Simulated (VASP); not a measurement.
## PtAl2: energy against volume

PtAl2 (fluorite, Fm-3m, 17.490 Å³/atom and stress up to 0.05 GPa in the relaxed cell, cube axes along x, y and z) under an equal strain ε along all three axes. PBE in VASP (plane waves, PAW), 480 eV, 14×14×14 Γ-centred mesh, Methfessel-Paxton smearing 0.10 eV; ions are relaxed, or left where forces stay under 0.02 eV/Å, within the symmetry of each cell.

Here V stands for volume and E for E less E0.

```
volume (Å³/atom)  E less E0 (meV/atom)  pressure (GPa)
----------------  --------------------  --------------
15.9627                              ?               ?
16.4615                          27.82            9.07
16.7147                          15.45            6.57
16.9706                           6.82            4.24
17.2290                           1.73            2.07
17.4900                           0.00            0.05
17.7537                           1.46           -1.84
18.0200                           5.95           -3.58
18.2890                          13.30           -5.20
18.5606                          23.37           -6.70
```

The 9 complete rows are fitted with the third-order Birch-Murnaghan form, a cubic in V^(-2/3), E against V. With u = V^(-2/3) - 0.148, the rows have u = 0.006533, 0.004968, 0.003426, 0.001909, 0.000414, -0.001060, -0.002511, -0.003941, -0.005350. Least squares gives E = 0.096 - 526.1·u + 721716·u² + 1284283·u³. Residuals (row less fit): 0.000, -0.002, 0.004, -0.001, -0.002, -0.003, 0.003, 0.000, -0.001; standard error 0.003 (degrees of freedom: 5). Its minimum lies at u = 0.000364, so V0 = (0.148364)^(-3/2) = 17.50. There d²E/du² = 1446000 and d³E/du³ = 7706000, so B0 = (4/9) × 17.50^(-7/3) × 1446000 × 0.160218 = 130 GPa (the last factor turns the table's units into GPa), and B0' = 4 + (2/3) × 0.148364 × (7706000)/1446000 = 4.5. B0' rests on the cubic coefficient alone and has a standard error of 0.1 from these residuals.

**Question.** Predict the withheld E at V = 15.9627 from the fit, and compare with the calculation.

**Answer.** u = 0.009735, so E = 0.096 - 526.1 × 0.009735 + 721716 × 0.009735² + 1284283 × 0.009735³ = 64.556 meV/atom. The calculation gives 64.53 meV/atom, 0.026 meV/atom below the prediction (0.0 % of the range of E in the table). The row lies outside the fitted rows, so this is an extrapolation. The scatter of the fitted rows lies at the last printed digit.

In a metal these values are sensitive to mesh and smearing; energies are taken to zero smearing, stresses follow the free energy. The runs aren't spin-polarised. Spin-orbit coupling is left out, which can shift these values for the heavy elements here. Other structures, which can take over under pressure, weren't tried. The same form fitted to the pressure column gives B0' = 4.5; series where the two differ by over 0.4 aren't shown. Rows are the converged runs of the series near zero and its far end, less any whose ions stayed unrelaxed beside relaxed ones; series whose fitted rows scatter by over a few per cent of the range, as at a crossing or softening among them, aren't shown in this form.
